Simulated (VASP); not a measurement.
Output of a VASP run:

**OSZICAR**
```
       N       E                     dE             d eps       ncg     rms          rms(c)
DAV:   1     0.106435795753E+03    0.10644E+03   -0.11057E+04   672   0.103E+03
DAV:   2    -0.553391653704E+02   -0.16177E+03   -0.15512E+03   991   0.187E+02
DAV:   3    -0.687007636375E+02   -0.13362E+02   -0.13325E+02   817   0.609E+01
DAV:   4    -0.689174737777E+02   -0.21671E+00   -0.21652E+00   807   0.963E+00
DAV:   5    -0.689225089606E+02   -0.50352E-02   -0.50347E-02   822   0.148E+00    0.843E+00
DAV:   6    -0.651555543728E+02    0.37670E+01   -0.69556E+00   692   0.126E+01    0.904E+00
DAV:   7    -0.642497889202E+02    0.90577E+00   -0.18090E-01   832   0.325E+00    0.688E+00
DAV:   8    -0.654488223249E+02   -0.11990E+01   -0.71035E-01   702   0.479E+00    0.172E+00
DAV:   9    -0.621673993505E+02    0.32814E+01   -0.58017E-01   672   0.572E+00    0.518E-01
DAV:  10    -0.626108412073E+02   -0.44344E+00   -0.21028E-01   682   0.370E+00    0.277E-01
DAV:  11    -0.618527541673E+02    0.75809E+00   -0.50487E-02   717   0.178E+00    0.204E-01
DAV:  12    -0.617845963837E+02    0.68158E-01   -0.46835E-02   692   0.225E+00    0.536E-01
DAV:  13    -0.618305417931E+02   -0.45945E-01   -0.33371E-02   682   0.191E+00    0.391E-02
DAV:  14    -0.618334676980E+02   -0.29259E-02   -0.14424E-03   832   0.281E-01    0.744E-02
DAV:  15    -0.618341614658E+02   -0.69377E-03   -0.11430E-04   777   0.106E-01    0.574E-02
DAV:  16    -0.618335614001E+02    0.60007E-03   -0.83238E-04   737   0.188E-01    0.108E-01
DAV:  17    -0.618338377842E+02   -0.27638E-03   -0.12534E-04   787   0.777E-02    0.601E-02
DAV:  18    -0.618337036401E+02    0.13414E-03   -0.29345E-05   767   0.350E-02    0.230E-02
DAV:  19    -0.618338684172E+02   -0.16478E-03   -0.40284E-06   762   0.181E-02    0.923E-03
DAV:  20    -0.618337441305E+02    0.12429E-03   -0.20100E-06   722   0.164E-02    0.448E-03
DAV:  21    -0.618337728632E+02   -0.28733E-04   -0.26597E-07   606   0.442E-03    0.350E-03
DAV:  22    -0.618337430282E+02    0.29835E-04   -0.19503E-07   496   0.438E-03    0.423E-03
DAV:  23    -0.618337474609E+02   -0.44327E-05   -0.19540E-07   481   0.328E-03    0.360E-03
DAV:  24    -0.618337470572E+02    0.40362E-06   -0.87579E-08   431   0.185E-03    0.249E-03
DAV:  25    -0.618337452001E+02    0.18572E-05   -0.19042E-08   396   0.100E-03    0.200E-03
DAV:  26    -0.618337435874E+02    0.16127E-05   -0.89927E-09   386   0.759E-04    0.120E-03
DAV:  27    -0.618337429854E+02    0.60199E-06   -0.51539E-09   381   0.714E-04    0.173E-04
DAV:  28    -0.618337409601E+02    0.20253E-05   -0.17937E-09   376   0.404E-04    0.156E-04
DAV:  29    -0.618337417037E+02   -0.74363E-06   -0.40500E-10   381   0.141E-04    0.115E-04
DAV:  30    -0.618337408653E+02    0.83837E-06   -0.78855E-10   371   0.271E-04    0.669E-05
DAV:  31    -0.618337407982E+02    0.67120E-07   -0.15574E-10   381   0.122E-04
   1 F= -.61833741E+02 E0= -.61833741E+02  d E =0.000000E+00
       N       E                     dE             ncg
       N       E                     dE             ncg
       N       E                     dE             ncg
       N       E                     dE             ncg
```

OUTCAR:
```
------------------------ aborting loop because EDIFF is reached ----------------------------------------
  FORCE on cell =-STRESS in cart. coord.  units (eV):
  Direction    XX          YY          ZZ          XY          YZ          ZX
  --------------------------------------------------------------------------------------
  Total        0.0272993      0.0272993     -0.0914825      0.0000000      0.0000000      0.0000000
  in kB        0.2420357      0.2420356     -0.8110831      0.0000000      0.0000000      0.0000000
  external PRESSURE =      -0.1090039 kB  Pullay stress =       0.0000000 kB
  volume of cell :      180.71
      direct lattice vectors                 reciprocal lattice vectors
     4.003996233  0.000000003  0.000000000     0.249750485  0.144193499  0.000000000
    -2.001997612  3.467561837  0.000000000    -0.000000000  0.288387070  0.000000000
     0.000000000  0.000000000 13.015629413     0.000000000  0.000000000  0.076830706
 POSITION                                       TOTAL-FORCE (eV/Angst)
 -----------------------------------------------------------------------------------
      0.00000      0.00000      0.01079         0.000000     -0.000000      0.019691
      0.00000      0.00000      6.51860        -0.000000      0.000000      0.019691
      2.00200      1.15585      9.76387        -0.000000      0.000000      0.005728
     -0.00000      2.31171      3.25606        -0.000000      0.000000      0.005728
      0.00000      0.00000     10.57400        -0.000000      0.000000     -0.007553
      0.00000      0.00000      4.06619         0.000000     -0.000000     -0.007553
      2.00200      1.15585      7.31775         0.000000     -0.000000     -0.017866
     -0.00000      2.31171      0.80994        -0.000000      0.000000     -0.017866
 -----------------------------------------------------------------------------------
    total drift:                               -0.000000     -0.000000     -0.027710
  FREE ENERGIE OF THE ION-ELECTRON SYSTEM (eV)
  ---------------------------------------------------
  free  energy   TOTEN  =       -61.8337407982 eV

  energy  without entropy=      -61.8337407982  energy(sigma->0) =      -61.83374080

 total charge

# of ion       s       p       d       tot
------------------------------------------
    1        0.152   0.143   0.037   0.332
    2        0.152   0.143   0.037   0.332
    3        0.152   0.143   0.037   0.332
    4        0.152   0.143   0.037   0.332
    5        1.298   2.535   0.000   3.832
    6        1.298   2.535   0.000   3.832
    7        1.297   2.538   0.000   3.835
    8        1.297   2.538   0.000   3.835
--------------------------------------------------
tot          5.799  10.716   0.147  16.662

 Electric field gradients after diagonalization (V/A^2)
 (convention: |V_zz| > |V_xx| > |V_yy|)
----------------------------------------------------------------------
 ion       V_xx      V_yy      V_zz     asymmetry (V_yy - V_xx)/ V_zz
----------------------------------------------------------------------
   1      -0.471    -0.471     0.943       0.000
   2      -0.471    -0.471     0.943       0.000
   3       0.092     0.092    -0.184       0.000
   4       0.092     0.092    -0.184       0.000
   5      -0.466    -0.464     0.930       0.002
   6      -0.466    -0.464     0.930       0.002
   7       0.296     0.296    -0.592       0.001
   8       0.296     0.296    -0.592       0.001
```
(Selected blocks of OUTCAR.)

File POSCAR:
```
MgS
1
    4.0039962333     0.0000000028    -0.0000000000
   -2.0019976118     3.4675618367     0.0000000000
    0.0000000000    -0.0000000000    13.0156294127
Mg S
4 4
Direct
  1.0000000000   1.0000000000   0.0008288817
  1.0000000000   0.0000000000   0.5008288817
  0.6666670000   0.3333330000   0.7501650998
  0.3333330000   0.6666670000   0.2501650998
  1.0000000000   1.0000000000   0.8124080554
  1.0000000000   0.0000000000   0.3124080554
  0.6666670000   0.3333330000   0.5622279631
  0.3333330000   0.6666670000   0.0622279631
```

Question: Reconstruct the remaining input files.

Answer: One answer among several that fit: the input of the run itself, r2SCAN meta-GGA, plane waves, VASP's PBE PAW potentials (set 64).

INCAR:
```
EDIFF=1E-7
ISIF=2   ! forces and stress, cell fixed
LMIXTAU=.TRUE.
LORBIT=11   ! lm-projected
LWAVE=.FALSE.
ISMEAR=-5
LEFG=.TRUE.
LASPH=.TRUE.   ! aspherical one-centre terms
METAGGA=R2SCAN
NEDOS=601
SYSTEM=MgS
LREAL=.FALSE.
PREC=Accurate
LCHARG=.FALSE.
ENCUT=400
ALGO=Normal
NELM=100
```

KPOINTS_OPT:
```
k-points along high-symmetry lines
6
Line-mode
Reciprocal
  0.000000   0.000000   0.000000 ! GAMMA
  0.500000   0.000000   0.000000 ! M

  0.500000   0.000000   0.000000 ! M
  0.333333   0.333333   0.000000 ! K

  0.333333   0.333333   0.000000 ! K
  0.000000   0.000000   0.000000 ! GAMMA

  0.000000   0.000000   0.000000 ! GAMMA
  0.000000   0.000000   0.500000 ! A

  0.000000   0.000000   0.500000 ! A
  0.500000   0.000000   0.500000 ! L

  0.500000   0.000000   0.500000 ! L
  0.333333   0.333333   0.500000 ! H

  0.333333   0.333333   0.500000 ! H
  0.000000   0.000000   0.500000 ! A

  0.500000   0.000000   0.500000 ! L
  0.500000   0.000000   0.000000 ! M

  0.333333   0.333333   0.500000 ! H
  0.333333   0.333333   0.000000 ! K
```

**KPOINTS**
```
Regular mesh
0
Gamma
7 7 2
0 0 0
```

POTCAR, in this order: Mg S (PBE.64 set). Program: vasp_std.

The structure was generated: MgS was put into the 4H type (P6_3mc), which need not be its known phase. It was relaxed first.
